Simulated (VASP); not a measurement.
Ni₃Si (L1_2) relaxed at rising pressure, in one space group throughout; other phases were not tried. The pressures are those reached. Level of theory: LDA (Ceperley-Alder, Perdew-Zunger), VASP's LDA PAW potentials (set 64) (plane waves; VASP).

```csv
P (GPa),V (Å³/atom),k-mesh
-0.10,10.081,9×9×9
4.85,9.896,9×9×9
9.91,9.729,9×9×9
19.74,9.439,9×9×9
29.73,9.187,9×9×9
```

Fit an equation of state and predict the volume at 45.06 GPa.

Least squares on the third-order Birch-Murnaghan form, P = (3B0/2)(y⁷ − y⁵)[1 + (3/4)(B′ − 4)(y² − 1)] with y = (V0/V)^(1/3), gives V0 = 10.076 Å³/atom, B0 = 260 GPa and B′ = 4.6, and so 8.860 Å³/atom. The run gave 8.860 Å³/atom, +0.0 % from the fit.

Pressures at which the relaxation failed are left out.

The compound is Ni3Si in the L1_2 structure. The run is not spin-polarised, so no magnetic state was tried.
